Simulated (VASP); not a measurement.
Consider the following.

```
IrMo
1.0
    4.39074     0.00000     0.00000
    0.00000     2.74052     0.00000
    0.00000     0.00000     4.77240
Ir Mo
2 2
Direct
  0.25000   0.50000   0.67575
  0.75000   0.50000   0.32425
  0.25000   0.00000   0.17060
  0.75000   0.00000   0.82940
```

Method: LDA (Ceperley-Alder, Perdew-Zunger), VASP's LDA PAW potentials (set 64) (plane waves; VASP). Run with 400 eV cut-off, 8×12×7 Γ-centred mesh, tetrahedra with Blöchl corrections, potentials Ir Mo_sv.

Unless said otherwise, spin-orbit coupling is left out, though it shifts the bands of the heavy elements here.

Predict the energy per atom (σ→0), band gap (on the k-mesh) with the smallest direct gap where there is one.

The band gap (on the k-mesh) is none (metal, semimetal or under 0.01 eV) and the energy per atom (σ→0) is -11.585 eV/atom.

The absolute energy has meaning only against runs of the same code, potentials and settings.

The structure comes from a measured MoIr entry (Pmma) of the Crystallography Open Database, whose conditions weren't checked. It was relaxed first.
